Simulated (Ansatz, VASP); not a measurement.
# LuAs in two plane-wave programs

One calculation is typed for both programs; each brings its own data sets. How far apart do they land? The cell is taken from a series of runs on this material, whose earlier steps may have relaxed, scaled, displaced or heated it; both programs get it as it stands.

Main program and level: Ansatz 0.2.0; plane waves, with VASP 6.6.1 beside it; zone-centre phonons at PBEsol.

**1. Set-up**

Symmetry: Fm-3m, No. 225, cubic system. The conventional cell has a = 5.610 Å, b = 5.610 Å, c = 5.610 Å, α = 90.00°, β = 90.00°, γ = 90.00°. Nearest to Lu lie 6 As at 2.80 Å. Nearest to As lie 6 Lu at 2.80 Å. Farther neighbours are not listed.

**2. Ansatz: zone-centre phonons, PBEsol**

Ansatz runs on its default PAW (the set named soft_2) files.

Second derivatives magnify differences that forces hide, and they need a tight electronic threshold.

The input, input.yaml:

```yaml
crystal:
  lattice:
    - [0.0, 2.8047991491, 2.8047991491]
    - [2.8047991491, 0.0, 2.8047991491]
    - [2.8047991491, 2.8047991491, 0.0]
  atoms:
    - { symbol: Lu, position: [0.5, 0.5, 0.5] }
    - { symbol: As, position: [0.0, 0.0, 0.0] }
kpoints:
  mp_grid: { grid: [16, 16, 16] }
hamiltonian:
  xc: pbesol
scf:
  occupations: { method: fermi_dirac, width: 0.1 }
output:
  eigenvalues: true
phonons:
  method: dfpt
  qpoints:
    - [0, 0, 0]
    - [0.0625, 0.0, 0.0625]
    - [0.1875, 0.0, 0.1875]
    - [0.3125, 0.0, 0.3125]
    - [0.4375, 0.0, 0.4375]
```

Launch:

```console
$ ansatz run input.yaml --threads 4 --pin off --max-ram 8192MiB --backend cpu --events-out ev --progress --plain --runs-dir out
```

Numbers of over 12 decimals in the logs are rounded to 6 here.

Output:

```text
Engine: ansatz 0.2.0, aarch64-unknown-linux-gnu
Pseudopotentials: kind: paw
Pseudopotential: Lu, paw, valence charge 25, recommended cutoff 420 eV (normal), Lu.paw.azcp
Pseudopotential: As, paw, valence charge 15, recommended cutoff 420 eV (normal), As.paw.azcp
Functional definition: PBEsol
  exchange = pbesol_x
  correlation = pbesol_c
Crystal: 2 atoms, lattice volume = 44.130 Å³
Basis set: ecut = 420 eV, 869 PW (Γ), exchange–correlation on 54×54×54 points (8 copies of the dense FFT grid, shifted against one another)
Bands: 24, of which v1, the nominal top of the filled ones, is band 20 counted from 1 (19 counted from 0)
Symmetry: 48 space group operations
k-points: 145 of 4096
Non-local potential: Lu, projectors of the file, l = 0: 3, l = 1: 2, l = 2: 2, l = 3: 3
Non-local potential: As, projectors of the file, l = 0: 2, l = 1: 2, l = 2: 3, l = 3: 1
PAW form: soft (Blöchl's): semilocal exchange-correlation on the pseudo side does not see the compensation charge
PAW frozen core: Lu, regenerated for the run's functional, and the local potential with it (the file was generated under x = pbe(κ = 0.804, μ = 0.219515), c = pbe(β = 0.066725))
PAW frozen core: As, regenerated for the run's functional, and the local potential with it (the file was generated under x = pbe(κ = 0.804, μ = 0.219515), c = pbe(β = 0.066725))
PAW one-centre angular grid: Lu, 590 points (default); XC on 64 Gauss nodes
PAW one-centre angular grid: As, 590 points (default); XC on 64 Gauss nodes
Initial density: superposition of atomic densities (neutral atoms: chi_scale 0, normalization atom), corrected by the library's trained network
Initial wavefunctions: pseudopotential atomic-orbital guess
Functional: x = pbesol(κ = 0.804, μ = 0.123457), c = pbesol(β = 0.046)
SCF iter   1: F=—  HF=-19427.449182 eV  |F-HF|=—  |Δ(HF+E_count)|=         —  Δρ=1.76e-3  dr2=1.56e-3  ethr=1.77e-3  ⟨swp⟩=5.3  Hψ=16900  notcnv=0
preconditioner: auto → Kerker (q_TF=auto, 2.684 Å⁻¹)  [metal: Δε(μ)=0.034 eV  Ē_g=12.943 eV  σ=0.100 eV  W_gap=0.08  n_scr=14 (ndim 8)  ℏωp=29.6 eV  f_vac=0.000  D(μ)=0.26/eV (n_scr^D=0)]
SCF iter   2: F=—  HF=-19427.446735 eV  |F-HF|=—  |Δ(HF+E_count)|=   2.45e-3  Δρ=1.06e-3  dr2=4.92e-4  ethr=3.89e-6  ⟨swp⟩=3.8  Hψ=11028  notcnv=0
SCF iter   3: F=—  HF=-19427.446690 eV  |F-HF|=—  |Δ(HF+E_count)|=   4.55e-5  Δρ=7.28e-4  dr2=2.23e-4  ethr=1.23e-6  ⟨swp⟩=3.0  Hψ=7514  notcnv=0
SCF iter   4: F=—  HF=-19427.446648 eV  |F-HF|=—  |Δ(HF+E_count)|=   4.20e-5  Δρ=2.90e-4  dr2=4.05e-5  ethr=5.58e-7  ⟨swp⟩=2.2  Hψ=6390  notcnv=0
SCF iter   5: F=—  HF=-19427.446645 eV  |F-HF|=—  |Δ(HF+E_count)|=   2.46e-6  Δρ=7.00e-5  dr2=1.00e-6  ethr=1.01e-7  ⟨swp⟩=2.0  Hψ=5690  notcnv=0
SCF iter   6: F=—  HF=-19427.446646 eV  |F-HF|=—  |Δ(HF+E_count)|=   7.17e-7  Δρ=1.31e-5  dr2=1.12e-7  ethr=2.50e-9  ⟨swp⟩=2.0  Hψ=6344  notcnv=0
SCF iter   7: F=—  HF=-19427.446646 eV  |F-HF|=—  |Δ(HF+E_count)|=   3.39e-8  Δρ=4.19e-6  dr2=9.14e-9  ethr=2.80e-10  ⟨swp⟩=2.8  Hψ=6856  notcnv=0
SCF iter   8: F=—  HF=-19427.446646 eV  |F-HF|=—  |Δ(HF+E_count)|=   3.19e-9  Δρ=1.47e-6  dr2=7.97e-10  ethr=2.29e-11  ⟨swp⟩=2.9  Hψ=7290  notcnv=0
SCF iter   9: F=—  HF=-19427.446646 eV  |F-HF|=—  |Δ(HF+E_count)|=  4.51e-10  Δρ=3.92e-7  dr2=9.30e-11  ethr=1.99e-12  ⟨swp⟩=2.4  Hψ=6443  notcnv=0
SCF iter  10: F=—  HF=-19427.446646 eV  |F-HF|=—  |Δ(HF+E_count)|=  4.37e-11  Δρ=1.24e-7  dr2=7.39e-12  ethr=1.00e-12  ⟨swp⟩=7.1  Hψ=26049  notcnv=0
SCF iter  11: F=-19427.446646 eV  HF=-19427.446646 eV  |F-HF|=0.00e0  |Δ(HF+E_count)|=  1.46e-11  Δρ=2.03e-8  dr2=1.05e-13  ethr=1.00e-12  ⟨swp⟩=7.4  Hψ=21265  notcnv=0
SCF 1 converged in 11 iterations: F = -19427.446646 eV  dr2 = 1.05e-13
  greatest PAW one-centre occupation: 0.999 electrons in one spin orbital (limit 2), on the As atom at site 1 (counted from 0), in its partial waves of l = 2
NSCF: frozen V_eff on 145 k-points
NSCF: frozen V_eff on 349 k-points
DFPT response loops at q = (0, 0, 0) (fractional): preconditioner auto → Kerker (q_TF=auto, 2.684 Å⁻¹) (partly filled bands, converged f_vac=0.000); β = 1.00, the filter's whole step (`scf.mixing.beta` (0.50) is not read by the response loops under this deck's `scf.mixing.preconditioner`; to damp them name `kerker` or `kerker_dos`, under which they read `scf.mixing.beta`, and type it under 1.00, their step now; both keys bind the ground state too); Broyden in place of MSR1
NSCF: frozen V_eff on 2320 k-points
DFPT response loops at q = (0.0625, 0, 0.0625) (fractional): mixed as the last ones told, above
NSCF: frozen V_eff on 2320 k-points
DFPT response loops at q = (0.1875, 0, 0.1875) (fractional): mixed as the last ones told, above
NSCF: frozen V_eff on 2320 k-points
DFPT response loops at q = (0.3125, 0, 0.3125) (fractional): mixed as the last ones told, above
NSCF: frozen V_eff on 2320 k-points
DFPT response loops at q = (0.4375, 0, 0.4375) (fractional): mixed as the last ones told, above
SCF converged after 11 iterations
Free energy (F): -19427.446646 eV
Harris-Foulkes:  -19427.446646 eV  (|F-HF|=0.00e0)
Internal energy: -19427.438274 eV  (E = F + TS)
E sigma→0 (E₀):  -19427.442460 eV
Entropy (-TS):   -0.008372 eV (-4.186 meV/atom)
Fermi energy:    13.914440 eV
--- Per-component energies (eV) ---
  E_band       = -161.319851
  E_kinetic    = 525.673265
  E_local      = -8102.306153  (includes V_loc(G=0)·N_el)
  E_nonlocal   = -87.247535
  E_hartree    = 3630.737747
  E_xc         = -297.405549
  E_vxc        = -339.730650  (∫ρ·V_xc dr)
  E_paw        = -9048.155914  (= ΣΔE_a)
  E_vpaw       = 580.815666  (= ΣTr[D̂ρ^β])
  E_aug_tail   = 0.000039  (compensation charges beyond the density's cutoff)
  E_ewald      = -6050.892770
  E_core_change = 2.158596  (= ΣΔE_core)
  E_smearing   = -0.008372  (= −TS)
  E_closure    = 0.000000  (closes the sum)
  Σ components = -19427.446646   (vs F -19427.446646, Δ=0.00e0)
--- Band table (eV; the first three rows and the last of 145) ---
  k-point 0: bands = [... 16 lower, 9.2710, 14.6447, 14.6447, 14.6447, 15.4058, 15.4058, 15.4058, 16.3730]
  k-point 1: bands = [... 16 lower, 9.2710, 14.0325, 14.3034, 14.3034, 15.5379, 15.5379, 15.6549, 16.7264]
  k-point 2: bands = [... 16 lower, 9.2712, 13.0363, 13.7211, 13.7211, 15.7676, 15.7676, 15.8296, 17.5065]
  k-point 144: bands = [... 16 lower, 9.2706, 11.0881, 11.0881, 11.1631, 17.0150, 17.0150, 17.3952, 19.1665]
--- Phonons (Γ-DFPT): 2 representative perturbations + reference (Σ response iterations 6) ---
  ASR residual: 3.515e-5 → 0.000e0 eV/Å²; symmetrization residual: 2.705e-6 eV/Å²
  ASR residual per site (eV/Å²): 3.51e-5 5.08e-6
  Γ frequencies (cm⁻¹): 0.00 0.00 0.00 176.88 176.88 176.88
  non-analytic LO–TO correction: not included (Born effective charges unavailable; polar crystals: no LO–TO splitting at Γ)
--- Phonons (arbitrary-q DFPT): 5 explicit q-points ---
  q = [0, 0, 0] (of the zone-centre solve; hermiticity 8.96e-7, symmetrization 2.02e-12): -0.00 0.00 0.00 176.88 176.88 176.88
  q = [0.0625, 0, 0.0625] (4 solved perturbations in 3616 linear systems a pass and spin channel, the states on 1160 of 4096 k-point pairs; hermiticity 7.96e-7, symmetrization 9.18e-12): 15.65 15.65 34.61 176.99 177.02 177.02
  q = [0.1875, 0, 0.1875] (4 solved perturbations in 3616 linear systems a pass and spin channel, the states on 1160 of 4096 k-point pairs; hermiticity 1.25e-6, symmetrization 1.82e-11): 42.01 42.01 92.51 180.22 180.22 190.79
  q = [0.3125, 0, 0.3125] (4 solved perturbations in 3616 linear systems a pass and spin channel, the states on 1160 of 4096 k-point pairs; hermiticity 4.11e-7, symmetrization 5.94e-12): 60.96 60.96 114.72 180.84 180.84 187.77
  q = [0.4375, 0, 0.4375] (4 solved perturbations in 3616 linear systems a pass and spin channel, the states on 1160 of 4096 k-point pairs; hermiticity 5.25e-7, symmetrization 1.04e-11): 71.22 71.22 93.72 176.83 176.83 196.50
  sum rule: each row above includes the acoustic sum rule's correction from the zone centre's row sums; it moved no ω² by more than (0.23 cm⁻¹)²
```

**3. VASP: zone-centre phonons, PBEsol**

The same cell, functional, mesh and smearing now go to VASP, with its own data sets.

Lines of VASP's logs that name or quote its potential files are left out, and so is its time.

The input, INCAR:

```
SYSTEM = LuAs
PREC = Accurate
ENCUT = 500
EDIFF = 1E-08
NELM = 120
ISMEAR = -1
SIGMA = 0.1
LREAL = .FALSE.
ALGO = Normal
GGA = PS
NBANDS = 13
LORBIT = 11
LWAVE = .FALSE.
LCHARG = .FALSE.
ISIF = 2
IBRION = 8
LASPH = .TRUE.
GGA_COMPAT = .FALSE.
KPAR = 2
```

The input, POSCAR:

```
LuAs
1.0
    0.0000000000      2.8047991491      2.8047991491
    2.8047991491      0.0000000000      2.8047991491
    2.8047991491      2.8047991491      0.0000000000
Lu As
1 1
Direct
    0.5000000000      0.5000000000      0.5000000000
    0.0000000000      0.0000000000      0.0000000000
```

The input, KPOINTS:

```
Automatic mesh
0
Gamma
16 16 16
0 0 0
```

Potentials, in the order of the species: Lu_3 and As (PBE family, release 64).

Launch:

```console
$ mpirun -np 2 vasp_std
```

Output:

```text
[banner, memory and clock lines left out]
running    2 mpi-ranks, on    1 nodes
 distrk:  each k-point on    1 cores,    2 groups
 distr:  one band on    1 cores,    1 groups

 POSCAR found type information on POSCAR LuAs
 POSCAR found :  2 types and       2 ions
|                                                                             |
|               ----> ADVICE to this user running VASP <----                  |
|                                                                             |
|     You enforced a specific xc type in the INCAR file but a different       |
|     [... a line on the potential file left out ...]
|     I HOPE YOU KNOW WHAT YOU ARE DOING!                                     |
|                                                                             |

 LDA part: xc-table for (Slater+PW92), standard interpolation
 POSCAR, INCAR and KPOINTS ok, starting setup
 FFT: planning ... GRIDC
 FFT: planning ... GRID_SOFT
 FFT: planning ... GRID
 WAVECAR not read
 entering main loop
       N       E                     dE             d eps       ncg     rms          rms(c)
DAV:   1     0.311964423415E+02    0.31196E+02   -0.63151E+03  5667   0.112E+03
DAV:   2    -0.117170059845E+02   -0.42913E+02   -0.40165E+02  6414   0.401E+02
DAV:   3    -0.132457038992E+02   -0.15287E+01   -0.15135E+01  5312   0.474E+01
DAV:   4    -0.132552948398E+02   -0.95909E-02   -0.95414E-02  6208   0.254E+00
DAV:   5    -0.132553607479E+02   -0.65908E-04   -0.65899E-04  5186   0.180E-01    0.234E+01
DAV:   6    -0.129825840699E+02    0.27278E+00   -0.52950E-01  6328   0.917E+00    0.147E+01
DAV:   7    -0.129922886880E+02   -0.97046E-02   -0.22919E-01  6334   0.711E+00    0.208E+00
DAV:   8    -0.129819629229E+02    0.10326E-01   -0.48058E-02  6422   0.259E+00    0.124E-01
DAV:   9    -0.129820162886E+02   -0.53366E-04   -0.14559E-03  5320   0.302E-01    0.716E-02
DAV:  10    -0.129820213741E+02   -0.50855E-05   -0.56534E-05  6281   0.671E-02    0.471E-02
DAV:  11    -0.129820188625E+02    0.25115E-05   -0.27230E-05  6301   0.598E-02    0.213E-02
DAV:  12    -0.129820178630E+02    0.99951E-06   -0.24252E-06  6426   0.237E-02    0.337E-03
DAV:  13    -0.129820178317E+02    0.31255E-07   -0.17223E-07  5977   0.390E-03    0.903E-04
DAV:  14    -0.129820178281E+02    0.36239E-08   -0.35229E-09  2205   0.484E-04
   1 F= -.12982018E+02 E0= -.12977974E+02  d E =-.808675E-02
 Linear response reoptimize wavefunctions to high precision
DAV:   1    -0.129820178208E+02    0.73555E-08   -0.68825E-10  2276   0.853E-04
DAV:   2    -0.129820178208E+02   -0.45475E-10   -0.39141E-10  2060   0.291E-04
 Linear response DOF=           2
 Linear response progress:
  Degree of freedom:   1/  2
       N       E                     dE             d eps       ncg     rms          rms(c)
RMM:   1    -0.284031276445E+00   -0.28403E+00   -0.29198E+02  9119   0.984E+02
RMM:   2    -0.980193020922E-01    0.18601E+00   -0.24550E-01 23263   0.385E+00    0.209E-01
RMM:   3    -0.985722829364E-01   -0.55298E-03   -0.77932E-03 20037   0.110E+00    0.791E-02
RMM:   4    -0.985895686748E-01   -0.17286E-04   -0.17908E-03 22816   0.310E-01    0.243E-02
RMM:   5    -0.985963443991E-01   -0.67757E-05   -0.15984E-04 22132   0.804E-02    0.903E-03
RMM:   6    -0.986127892234E-01   -0.16445E-04   -0.32285E-05 23654   0.212E-02    0.241E-03
RMM:   7    -0.986146742232E-01   -0.18850E-05   -0.67983E-06 21963   0.118E-02    0.648E-04
RMM:   8    -0.986150861402E-01   -0.41192E-06   -0.18017E-06 23018   0.284E-03    0.319E-04
RMM:   9    -0.986153720519E-01   -0.28591E-06   -0.49770E-07 22260   0.121E-03    0.772E-05
RMM:  10    -0.986155263368E-01   -0.15428E-06   -0.16280E-07 22781   0.460E-04    0.410E-05
RMM:  11    -0.986156575125E-01   -0.13118E-06   -0.48285E-08 23423   0.166E-04    0.143E-05
RMM:  12    -0.986156821468E-01   -0.24634E-07   -0.15471E-08 23562   0.782E-05    0.103E-05
RMM:  13    -0.986157182463E-01   -0.36100E-07   -0.43560E-09 23752   0.381E-05    0.164E-06
RMM:  14    -0.986157183719E-01   -0.12556E-09   -0.19162E-09 22895   0.201E-05    0.308E-06
 first order change of Fermi-energy  -0.85189E-04
 force on displaced ion       1 direction 1 :  -5.982   0.000   0.000
 Linear response progress:
  Degree of freedom:   2/  2
       N       E                     dE             d eps       ncg     rms          rms(c)
RMM:   1    -0.531384971643E-01   -0.53138E-01   -0.36183E-02 17617   0.118E+01
RMM:   2    -0.456696701498E-01    0.74688E-02   -0.71902E-03 17332   0.966E-01    0.155E-01
RMM:   3    -0.462086802948E-01   -0.53901E-03   -0.14250E-03 19553   0.277E-01    0.950E-02
RMM:   4    -0.467403171907E-01   -0.53164E-03   -0.14295E-04 18901   0.111E-01    0.134E-02
RMM:   5    -0.467787774806E-01   -0.38460E-04   -0.11545E-05 18854   0.380E-02    0.645E-03
RMM:   6    -0.467801942798E-01   -0.14168E-05   -0.15619E-06 18062   0.196E-02    0.168E-03
RMM:   7    -0.467813256370E-01   -0.11314E-05   -0.25556E-07 18973   0.619E-03    0.586E-04
RMM:   8    -0.467780165217E-01    0.33091E-05   -0.30909E-08 20339   0.143E-03    0.143E-04
RMM:   9    -0.467779267831E-01    0.89739E-07   -0.40236E-09 19399   0.544E-04    0.307E-05
RMM:  10    -0.467780945312E-01   -0.16775E-06   -0.49096E-10 20343   0.141E-04    0.162E-05
RMM:  11    -0.467780422274E-01    0.52304E-07   -0.32075E-11 19954   0.583E-05    0.523E-06
RMM:  12    -0.467780350988E-01    0.71286E-08    0.20400E-11 19871   0.295E-05    0.113E-06
 first order change of Fermi-energy   0.40893E-03
 force on displaced ion       2 direction 1 :  -5.984   0.000   0.000
 Linear response finished
```

[end of part 1 of 2]

[Lines on the potential files, build, host, timing and source positions are cut from VASP's logs without a mark.]

[Logs are printed without paths, hosts, clocks, repeated set-up lines and the standing remarks that a program may print on its own settings, such as how far it seeks lower states.]

[Hosts, paths, dates, database ids (printed as entryN), source tags and the programs' standing remarks are cut or masked in the printed files.]
